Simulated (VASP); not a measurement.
A run of VASP 6.6.1:

The input INCAR:

```
SYSTEM = Ca2Si3Ni
ALGO = Normal
EDIFF = 1E-7
ENCUT = 520
GGA = CA
ISIF = 2
ISMEAR = 0
LASPH = .True.
LCHARG = .False.
LREAL = .False.
LWAVE = .False.
NBANDS = 30
NELM = 60
PREC = Accurate
SIGMA = 0.1
```

File KPOINTS:

```
k-points
0
Gamma
  12 12 4
  0 0 0
```

File POSCAR:

```
Ca2Si3Ni
1.0
    3.9210330992      0.0000000000      0.0000000000
   -1.9605165496      3.3957142730      0.0000000000
    0.0000000000      0.0000000000      8.4547136909
Ca Si Ni
2 3 1
Direct
    0.3333333333      0.6666666667      0.2357420852
    0.3333333333      0.6666666667      0.7642579148
    0.6666666667      0.3333333333      0.5000000000
    0.0000000000      0.0000000000      0.0000000000
    0.0000000000      0.0000000000      0.5000000000
    0.6666666667      0.3333333333      0.0000000000
```

Potentials or basis: VASP PAW LDA potentials, release 64 (Ca_sv, Si, Ni).

Command:

```console
$ cat potpaw_LDA.64/Ca_sv/POTCAR potpaw_LDA.64/Si/POTCAR potpaw_LDA.64/Ni/POTCAR > POTCAR
$ mpirun -np 1 vasp_std > vasp.out
```

Hardware: 1 thread of Intel(R) Xeon(R) Platinum 8375C CPU @ 2.90GHz (Ice Lake), with other jobs on the host.

**Question.** How long does it take, and how much memory?

**Answer.** Wall time 4.2 min on 1 thread of Intel(R) Xeon(R) Platinum 8375C CPU @ 2.90GHz (Ice Lake), on a shared host, peak memory 0.32 GiB. Counts: scf iterations 18, k points 57.
